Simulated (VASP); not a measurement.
OSZICAR of a VASP run on InSe (space group C2/m):

### OSZICAR
```
...
DAV:   4    -0.155484374913E+02    0.51574E-04   -0.22924E-04  2705   0.165E-01    0.368E-02
DAV:   5    -0.155484354578E+02    0.20335E-05   -0.19300E-05  2857   0.529E-02    0.144E-02
DAV:   6    -0.155484361261E+02   -0.66827E-06   -0.17519E-06  1311   0.141E-02
   5 F= -.15548436E+02 E0= -.15548436E+02  d E =-.795317E-03
       N       E                     dE             d eps       ncg     rms          rms(c)
DAV:   1    -0.155497877706E+02   -0.13523E-02   -0.21426E-01  2765   0.400E+00    0.252E-01
DAV:   2    -0.155489340568E+02    0.85371E-03   -0.47783E-03  2561   0.104E+00    0.845E-02
DAV:   3    -0.155487593271E+02    0.17473E-03   -0.66118E-04  2468   0.397E-01    0.421E-02
DAV:   4    -0.155487505232E+02    0.88039E-05   -0.59764E-05  2607   0.668E-02    0.232E-02
DAV:   5    -0.155487459227E+02    0.46004E-05   -0.37468E-06  2104   0.362E-02    0.680E-03
DAV:   6    -0.155487453710E+02    0.55177E-06   -0.10642E-06   995   0.114E-02
   6 F= -.15548745E+02 E0= -.15548745E+02  d E =-.309245E-03
       N       E                     dE             d eps       ncg     rms          rms(c)
DAV:   1    -0.155489285264E+02   -0.18260E-03   -0.29685E-02  2765   0.148E+00    0.940E-02
DAV:   2    -0.155488092239E+02    0.11930E-03   -0.66813E-04  2545   0.390E-01    0.314E-02
DAV:   3    -0.155487844603E+02    0.24764E-04   -0.92080E-05  2460   0.148E-01    0.163E-02
DAV:   4    -0.155487825559E+02    0.19044E-05   -0.83660E-06  2523   0.250E-02    0.909E-03
DAV:   5    -0.155487813772E+02    0.11787E-05   -0.40699E-07   995   0.140E-02    0.209E-03
DAV:   6    -0.155487811821E+02    0.19509E-06   -0.32509E-07   939   0.559E-03
   7 F= -.15548781E+02 E0= -.15548781E+02  d E =-.345056E-03
       N       E                     dE             d eps       ncg     rms          rms(c)
DAV:   1    -0.155489789890E+02   -0.19761E-03   -0.70308E-02  1857   0.163E+00    0.119E-01
DAV:   2    -0.155491487108E+02   -0.16972E-03   -0.33415E-03  2894   0.658E-01    0.602E-02
DAV:   3    -0.155491019763E+02    0.46734E-04   -0.66638E-05  2684   0.920E-02    0.369E-02
DAV:   4    -0.155490783617E+02    0.23615E-04   -0.23355E-05  2886   0.925E-02    0.854E-03
DAV:   5    -0.155490788719E+02   -0.51019E-06   -0.96337E-06  2537   0.262E-02
   8 F= -.15549079E+02 E0= -.15549079E+02  d E =-.297690E-03
       N       E                     dE             d eps       ncg     rms          rms(c)
DAV:   1    -0.155488701620E+02    0.20820E-03   -0.63225E-01  1857   0.490E+00    0.353E-01
DAV:   2    -0.155503309896E+02   -0.14608E-02   -0.29478E-02  2887   0.196E+00    0.178E-01
DAV:   3    -0.155499065520E+02    0.42444E-03   -0.59536E-04  2684   0.277E-01    0.108E-01
DAV:   4    -0.155497007708E+02    0.20578E-03   -0.21312E-04  2928   0.272E-01    0.281E-02
DAV:   5    -0.155497043361E+02   -0.35653E-05   -0.80256E-05  2620   0.763E-02    0.217E-02
DAV:   6    -0.155497046926E+02   -0.35646E-06   -0.23044E-06  1525   0.196E-02
   9 F= -.15549705E+02 E0= -.15549705E+02  d E =-.923510E-03
       N       E                     dE             d eps       ncg     rms          rms(c)
DAV:   1    -0.155469238204E+02    0.27805E-02   -0.25287E+00  1857   0.982E+00    0.696E-01
DAV:   2    -0.155523076710E+02   -0.53839E-02   -0.11361E-01  2886   0.385E+00    0.352E-01
DAV:   3    -0.155505727047E+02    0.17350E-02   -0.24003E-03  2705   0.550E-01    0.211E-01
DAV:   4    -0.155497813686E+02    0.79134E-03   -0.82461E-04  2825   0.523E-01    0.569E-02
DAV:   5    -0.155497934405E+02   -0.12072E-04   -0.31064E-04  2642   0.151E-01    0.437E-02
DAV:   6    -0.155497947736E+02   -0.13331E-05   -0.10750E-05  2443   0.382E-02    0.145E-02
DAV:   7    -0.155497945231E+02    0.25052E-06   -0.90352E-07  1191   0.179E-02
  10 F= -.15549795E+02 E0= -.15549795E+02  d E =-.101334E-02
       N       E                     dE             d eps       ncg     rms          rms(c)
DAV:   1    -0.155491092718E+02    0.68550E-03   -0.54667E-01  1857   0.457E+00    0.340E-01
DAV:   2    -0.155505027246E+02   -0.13935E-02   -0.26901E-02  2901   0.181E+00    0.172E-01
DAV:   3    -0.155501439897E+02    0.35873E-03   -0.53189E-04  2691   0.253E-01    0.106E-01
DAV:   4    -0.155499538597E+02    0.19013E-03   -0.19552E-04  2943   0.268E-01    0.233E-02
DAV:   5    -0.155499573286E+02   -0.34689E-05   -0.77154E-05  2600   0.732E-02    0.212E-02
DAV:   6    -0.155499572653E+02    0.63306E-07   -0.17370E-06  1514   0.164E-02
  11 F= -.15549957E+02 E0= -.15549957E+02  d E =-.117608E-02
       N       E                     dE             d eps       ncg     rms          rms(c)
DAV:   1    -0.155501747551E+02   -0.21743E-03   -0.14522E-01  2219   0.262E+00    0.183E-01
DAV:   2    -0.155503156350E+02   -0.14088E-03   -0.60655E-03  2765   0.771E-01    0.820E-02
DAV:   3    -0.155502129703E+02    0.10266E-03   -0.28151E-04  2758   0.228E-01    0.484E-02
DAV:   4    -0.155501855855E+02    0.27385E-04   -0.44976E-05  2976   0.107E-01    0.185E-02
DAV:   5    -0.155501850929E+02    0.49266E-06   -0.11690E-05  2731   0.381E-02    0.718E-03
DAV:   6    -0.155501852869E+02   -0.19403E-06   -0.75828E-07   982   0.916E-03
  12 F= -.15550185E+02 E0= -.15550185E+02  d E =-.228022E-03
       N       E                     dE             d eps       ncg     rms          rms(c)
DAV:   1    -0.155502504489E+02   -0.65356E-04   -0.44775E-02  2227   0.146E+00    0.101E-01
DAV:   2    -0.155502927873E+02   -0.42338E-04   -0.18601E-03  2757   0.427E-01    0.450E-02
DAV:   3    -0.155502613058E+02    0.31482E-04   -0.87385E-05  2765   0.127E-01    0.267E-02
DAV:   4    -0.155502533955E+02    0.79103E-05   -0.13690E-05  2865   0.588E-02    0.102E-02
DAV:   5    -0.155502534218E+02   -0.26293E-07   -0.27866E-06  1497   0.215E-02
  13 F= -.15550253E+02 E0= -.15550253E+02  d E =-.296156E-03
       N       E                     dE             d eps       ncg     rms          rms(c)
DAV:   1    -0.155502645259E+02   -0.11130E-04   -0.17858E-01  2203   0.290E+00    0.204E-01
DAV:   2    -0.155504442735E+02   -0.17975E-03   -0.75165E-03  2742   0.856E-01    0.902E-02
DAV:   3    -0.155503187754E+02    0.12550E-03   -0.35134E-04  2788   0.254E-01    0.539E-02
DAV:   4    -0.155502849888E+02    0.33787E-04   -0.54503E-05  2968   0.119E-01    0.207E-02
DAV:   5    -0.155502842061E+02    0.78271E-06   -0.14517E-05  2795   0.433E-02    0.809E-03
DAV:   6    -0.155502844434E+02   -0.23730E-06   -0.10218E-06  1036   0.106E-02
  14 F= -.15550284E+02 E0= -.15550284E+02  d E =-.327178E-03
       N       E                     dE             d eps       ncg     rms          rms(c)
DAV:   1    -0.155502940445E+02   -0.98384E-05   -0.12138E-02  2283   0.764E-01    0.505E-02
DAV:   2    -0.155503009756E+02   -0.69311E-05   -0.45480E-04  2702   0.220E-01    0.227E-02
DAV:   3    -0.155502923756E+02    0.85999E-05   -0.25322E-05  2721   0.687E-02    0.130E-02
DAV:   4    -0.155502897620E+02    0.26137E-05   -0.28455E-06  1554   0.274E-02    0.443E-03
DAV:   5    -0.155502893500E+02    0.41197E-06   -0.14447E-06  1054   0.129E-02
  15 F= -.15550289E+02 E0= -.15550289E+02  d E =-.332085E-03
       N       E                     dE             d eps       ncg     rms          rms(c)
DAV:   1    -0.155502691616E+02    0.20600E-04   -0.49572E-02  1864   0.132E+00    0.692E-02
DAV:   2    -0.155504018888E+02   -0.13273E-03   -0.15397E-03  2845   0.370E-01    0.263E-02
DAV:   3    -0.155503954908E+02    0.63981E-05   -0.20069E-05  2748   0.489E-02    0.200E-02
DAV:   4    -0.155503914363E+02    0.40544E-05   -0.64131E-06  2243   0.397E-02    0.540E-03
DAV:   5    -0.155503911399E+02    0.29644E-06   -0.14790E-06  1033   0.132E-02
  16 F= -.15550391E+02 E0= -.15550391E+02  d E =-.101790E-03
       N       E                     dE             d eps       ncg     rms          rms(c)
DAV:   1    -0.155499347894E+02    0.45665E-03   -0.21900E-01  1864   0.277E+00    0.146E-01
DAV:   2    -0.155505348247E+02   -0.60004E-03   -0.69214E-03  2852   0.778E-01    0.564E-02
DAV:   3    -0.155505048454E+02    0.29979E-04   -0.92262E-05  2756   0.113E-01    0.428E-02
DAV:   4    -0.155504870276E+02    0.17818E-04   -0.30053E-05  2838   0.849E-02    0.134E-02
DAV:   5    -0.155504860649E+02    0.96274E-06   -0.78900E-06  2512   0.258E-02
  17 F= -.15550486E+02 E0= -.15550486E+02  d E =-.196715E-03
       N       E                     dE             d eps       ncg     rms          rms(c)
DAV:   1    -0.155507667739E+02   -0.27975E-03   -0.32027E-02  2705   0.152E+00    0.947E-02
DAV:   2    -0.155506068617E+02    0.15991E-03   -0.76506E-04  2648   0.420E-01    0.375E-02
DAV:   3    -0.155505678375E+02    0.39024E-04   -0.12212E-04  2286   0.177E-01    0.143E-02
DAV:   4    -0.155505676555E+02    0.18193E-06   -0.15586E-05  2584   0.341E-02    0.963E-03
DAV:   5    -0.155505680539E+02   -0.39836E-06   -0.63463E-07  1009   0.107E-02
  18 F= -.15550568E+02 E0= -.15550568E+02  d E =-.819890E-04
       N       E                     dE             d eps       ncg     rms          rms(c)
DAV:   1    -0.155524849332E+02   -0.19173E-02   -0.28695E-01  2705   0.452E+00    0.285E-01
DAV:   2    -0.155510628271E+02    0.14221E-02   -0.69200E-03  2680   0.126E+00    0.112E-01
DAV:   3    -0.155507122984E+02    0.35053E-03   -0.10577E-03  2310   0.523E-01    0.435E-02
DAV:   4    -0.155507015712E+02    0.10727E-04   -0.13708E-04  2738   0.101E-01    0.305E-02
DAV:   5    -0.155507016385E+02   -0.67332E-07   -0.76303E-06  2398   0.298E-02
  19 F= -.15550702E+02 E0= -.15550702E+02  d E =-.215574E-03
```

### Question
Which electronic solver shows in the log?

### Answer
It is blocked Davidson (ALGO = Normal, or the opening steps of other solvers). The INCAR had ALGO = Normal.

### Question
Can the final energy be trusted as converged?

### Answer
The run converged. It stopped with EDIFF = 1E-6, NELM = 100, NSW = 60 and EDIFFG = -0.02 after 19 ionic steps (PBEsol GGA, plane waves, VASP's PBE PAW potentials (set 64)). Without a dispersion term in the relaxation, distances and binding between the weakly bound layers, chains or molecules are unreliable, and so is what depends on them.

The structure comes from a computed database's InSe entry (C2/m); how it stands against other phases isn't given here. This run relaxes it. Symmetry was kept, so distortions that lower it aren't found. The start is the result of an earlier pass.
